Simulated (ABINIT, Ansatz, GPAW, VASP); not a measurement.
# V (Im-3m, 1 atom in the cell) computed with different codes at matched settings

Self-consistent single point, at a second geometry (lattice scaled by 0.98). First geometry:

```yaml
crystal:
  lattice:
    - [-1.50879, 1.50879, 1.50879]
    - [1.50879, -1.50879, 1.50879]
    - [1.50879, 1.50879, -1.50879]
  atoms:
    - { symbol: V, position: [0.00000, 0.00000, 0.00000] }
```

Shared settings, as Ansatz (an electronic-structure program) writes them: kpoints.mp_grid.grid = 15 15 15; scf.occupations.method = fermi_dirac; scf.occupations.width = 0.1 eV. Potentials and cutoffs stand in the table.

```csv
code,model,ΔF from the first geometry (meV/atom),pressure (GPa),cutoff
Ansatz,"PBE, default PAW files",10.5,7.99,420 eV
GPAW,"PBE, GPAW PAW datasets PBE (gpaw-data 1.0.1)",16.9,9.49,800 eV
ABINIT,"PBE, norm-conserving pseudopotentials (PseudoDojo nc-sr-05 PBE standard)",10.8,8.14,1143 eV
VASP,"PBE, VASP's PBE PAW potentials (set 64)",12.7,7.83,300 eV
```

For VASP (by 0.7 GPa) the energy change implies a higher mean pressure, against the two pressures, than for the other programs: a sign of finite-basis (Pulay) stress.

On Ansatz's run: spin polarisation is off.

The spread over the programs that give each value: ΔF from the first geometry within 6.4 meV/atom; pressure within 1.66 GPa.

Ansatz's pressure is given at a fixed set of plane waves, as the other plane-wave codes print theirs; with its correction for the finite basis it is 8.09 GPa. In the pressure, GPAW (by 1.43) lies more than 1 GPa from the median of the plane-wave programs.

VASP's run is marked for a possible Pulay error in its stress at this cutoff; no cutoff test was made.

The starting cell has typed, rounded lattice constants, without a prior relaxation at this level. Its lattice was rescaled by a random factor within 2.5 % of one. For this run, on top of that: lattice scaled by 0.98.

Left out of this page: Quantum ESPRESSO, Elk, FLEUR and SIESTA (not drawn, or without a comparable value).

Keys are those of Ansatz 0.2.
